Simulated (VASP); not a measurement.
Given:

```yaml
crystal:
  lattice:
    - [0.00000, 2.07374, 2.07374]
    - [2.07374, 0.00000, 2.07374]
    - [2.07374, 2.07374, 0.00000]
  atoms:
    - { symbol: Ag, position: [0.00000, 0.00000, 0.00000] }
```

Computed with PBE GGA, VASP's PBE PAW potentials (set 64) (plane waves; VASP 6.6.1). Numerical set-up: 480 eV cut-off, 14×14×14 Γ-centred mesh, first-order Methfessel-Paxton smearing of 0.10 eV, potentials Ag.

Q: What does the run give for the energy per atom (σ→0), band gap (on the k-mesh) with the smallest direct gap where there is one?

A: 
- band gap (on the k-mesh) = none (metal, semimetal or under 0.01 eV)
- energy per atom (σ→0) = -2.717 eV/atom

The absolute energy has meaning only against runs of the same code, potentials and settings.

The compound is Ag in the fcc structure. It was relaxed first. The start is the result of an earlier pass.
